## Reading the functional from the gap of CF₄

A calculation has been archived with its result, but the name of the functional has been lost. Can the gap restore it? The test case is a single CF₄ molecule in a large, nearly empty box, with the same atomic positions in every run. The gap is the energy from the highest occupied orbital to the lowest empty one.

Kohn–Sham DFT gaps from VASP for one CF₄ molecule in a periodic 12 × 11 × 11 Å box, with fixed atoms, no spin polarisation, the Γ point only and Gaussian smearing of 0.01 eV. The gap runs from the highest occupied to the lowest empty orbital. Candidates: BLYP-D3(BJ), PBE, PBE-TS, r2SCAN-D3(BJ), B3LYP-TS.

| row | gap (eV) |
| --- | --- |
| A | 9.840 |
| B | 10.884 |
| C | 12.009 |
| D | 9.850 |
| E | 9.848 |

Two more runs on the same molecule are known by name and serve as landmarks: PBE0 gives 12.428 eV and r2SCAN0 gives 12.980 eV. Both are hybrids, functionals in which part of the approximate exchange energy is replaced by exact exchange; in these two the part is a quarter. The reasoning below uses the gaps alone.

### Sorting by rung

Rows A, D and E agree within 0.01 eV, B lies about 1 eV above them, and C about 1 eV above B. The candidates fall into the same pattern. BLYP, PBE and PBE-TS are GGAs, which build the exchange energy from the local density and its gradient. r2SCAN is a meta-GGA, which also uses the kinetic energy density of the orbitals, and B3LYP is a hybrid with 20 % exact exchange.

The physics places the hybrid above the GGAs. In a GGA an electron partly repels its own charge, an error called self-interaction, and this pushes occupied levels up. The highest occupied orbitals of CF₄ are lone pairs on fluorine, which are compact and therefore suffer strongly. Exact exchange removes part of the error and lets them sink. The lowest empty level is spread thinly through the box and feels much less of the change, so the gap opens.

### One estimate

The size of the opening can be estimated too. A hybrid replaces a fraction $a$ of the approximate exchange by exact exchange. If the orbitals keep their shape, each level shifts by $a$ times a fixed amount, and so the gap opens in proportion to $a$. PBE0, with $a = 0.25$, sets the scale, and the mean of A, D and E, 9.846 eV, is the starting point. For B3LYP, with $a = 0.20$, this gives

$$
9.846 + \frac{0.20}{0.25}\,(12.428 - 9.846) \approx 11.91\ \text{eV}.
$$

Row C lies 0.10 eV above this estimate, whereas row B lies 1.03 eV below it. C is therefore B3LYP-TS, and B is left for r2SCAN-D3(BJ). The PBE0 run used softer potentials and a lower cutoff than the B3LYP run, so the close agreement should not be over-read. Those settings would have to change the PBE0 gap by more than half an electronvolt before the estimate pointed to B instead.

The rule needs the right starting functional. r2SCAN0 contains as much exact exchange as PBE0, yet its gap is 0.55 eV larger, though the two runs also differ in potentials and cutoff. The share of exact exchange doesn't fix the gap by itself; the functional into which it is mixed is expected to matter too.

### Where the gap falls silent

The three GGA rows are harder to separate. A dispersion correction such as TS or D3(BJ) adds the weak attraction between distant electron clouds to the total energy. Here it leaves the orbitals as they are, and with the atoms held in place PBE and PBE-TS should have the same gap. D and E are the closest pair, 2 meV apart, while A lies 8 meV below E.

This makes A the likeliest BLYP row, but only as a preference, because differences of a few millielectronvolts can also come from how tightly each run was converged. Which of D and E carries the dispersion correction remains undecided. The assignments of B and C are sure; that of A is probable, and the last two are interchangeable.

### The labels

The rows with their labels, where the basis column gives the plane-wave cutoff:

| method | rung | potentials | basis | gap (eV) |
| --- | --- | --- | --- | --- |
| BLYP-D3(BJ) | GGA | VASP PAW PBE potentials, recommended | 520 eV | 9.840 |
| PBE | GGA | VASP PAW PBE potentials, recommended | 520 eV | 9.848 |
| PBE-TS | GGA | VASP PAW PBE potentials, recommended | 520 eV | 9.850 |
| r2SCAN-D3(BJ) | meta-GGA | VASP PAW PBE potentials, soft | 400 eV | 10.884 |
| B3LYP-TS | hybrid | VASP PAW PBE potentials, recommended | 520 eV | 12.009 |
| PBE0 | hybrid | VASP PAW PBE potentials, soft | 400 eV | 12.428 |
| r2SCAN0 | hybrid | VASP PAW PBE potentials, recommended | 520 eV | 12.980 |

B and C are confirmed, and the preference for A was right. D is PBE-TS and E is PBE, an order that the gaps gave no physical reason to choose. Their highest occupied levels agree within 0.2 meV, so the small difference lies in the lowest empty level and more likely reflects convergence than dispersion.

The pair BLYP-D3(BJ) and B3LYP-TS shows where the opening comes from, since both runs use the same potentials and cutoff. The gap grows by 2.17 eV. The highest occupied level sinks by 1.98 eV, and the lowest empty level rises by only 0.19 eV. About nine tenths of the opening thus sits in the fluorine lone pairs, as the self-interaction argument leads one to expect. B3LYP also changes the remaining exchange and the correlation somewhat, so the shift belongs to the whole functional, with exact exchange as its main ingredient on theoretical grounds.

The step from PBE to r2SCAN-D3(BJ), 1.04 eV, is less clean, because the r2SCAN run used the soft potentials and the lower cutoff. Between the two 25 % hybrids these settings are swapped: PBE0 has the soft set, and r2SCAN0 exceeds it by 0.55 eV. If the settings shift r2SCAN and PBE0 equally, their effect cancels in the average of the two steps, which is 0.79 eV. The larger gap of the r2SCAN family is then a property of the functional, though its exact size is not settled. One possible reason is that the kinetic energy density lets a meta-GGA recognise regions dominated by a single orbital and treat them with less self-interaction, which should lower the occupied levels. These runs do not test that reason, and it could cover only part of the step: from PBE to r2SCAN-D3(BJ) the highest occupied level sinks by 0.62 eV, but the lowest empty level also rises by 0.41 eV, which the argument does not explain.

### What to do with it

The deeper highest occupied level that comes with a larger gap in this series is a step in the right direction, but not yet a correct ionisation threshold. Removing an electron from CF₄ takes roughly 16 eV (a recalled value), while the highest occupied levels lie only 10 to 13 eV below zero, which in so empty a box is close to the vacuum level. The other edge needs equal care. CF₄ does not bind an extra electron, so the lowest empty level belongs largely to the box, and the gap will shift somewhat with the box size. It should not be quoted as the band gap of solid CF₄.

As a check on a calculation, however, the gap works well at the scale of electronvolts. In all seven runs the GGAs lie lowest, the meta-GGA comes next and the hybrids lie highest. If a supposed B3LYP run on this molecule in this box returns a gap near 9.8 eV, exact exchange was probably never switched on. A forgotten dispersion correction leaves no such trace. The practical rule is to use the gap to check whether the expected share of exact exchange was at work, and the input file to check the dispersion correction. The gap alone does not prove the rung: by the estimate above, a PBE hybrid with only 10 % exact exchange would land near 10.9 eV, where the meta-GGA already lies. The printed output after this text lists the differences and level positions used here.

Printed output of the fit:

```
mean gap of the three lowest rows (eV): 9.846
spread of the three lowest gaps (eV): 0.01
step from the highest of the three to the middle gap (eV): 1.034
step from the middle gap to the highest unlabelled gap (eV): 1.125
highest unlabelled gap below PBE0 (eV): 0.419
estimated B3LYP gap from the GGA group and PBE0 (eV): 11.91
estimate less highest unlabelled gap (eV): -0.0974
estimate less middle gap, the rival assignment (eV): 1.028
PBE-TS less PBE (meV): 2
PBE less BLYP-D3(BJ) (meV): 8
r2SCAN-D3(BJ) less PBE, soft against recommended potentials (eV): 1.036
r2SCAN0 less PBE0, recommended against soft potentials (eV): 0.552
mean of these two, potential effect cancels if it adds equally (eV): 0.794
gap rise from BLYP-D3(BJ) to B3LYP-TS (eV): 2.169
valence top shift from BLYP-D3(BJ) to B3LYP-TS (eV): -1.98
empty level shift from BLYP-D3(BJ) to B3LYP-TS (eV): 0.1892
share of this rise due to the valence top (%): 91.28
valence top shift from PBE to r2SCAN-D3(BJ) (eV): -0.6235
empty level shift from PBE to r2SCAN-D3(BJ) (eV): 0.4126
Level positions in eV:
            row  valence top  lowest empty level
    BLYP-D3(BJ)       -10.15             -0.3065
            PBE       -10.17             -0.3267
         PBE-TS       -10.17             -0.3244
  r2SCAN-D3(BJ)        -10.8              0.0859
       B3LYP-TS       -12.13             -0.1173
           PBE0       -12.47             -0.0389
        r2SCAN0       -12.85              0.1271
```
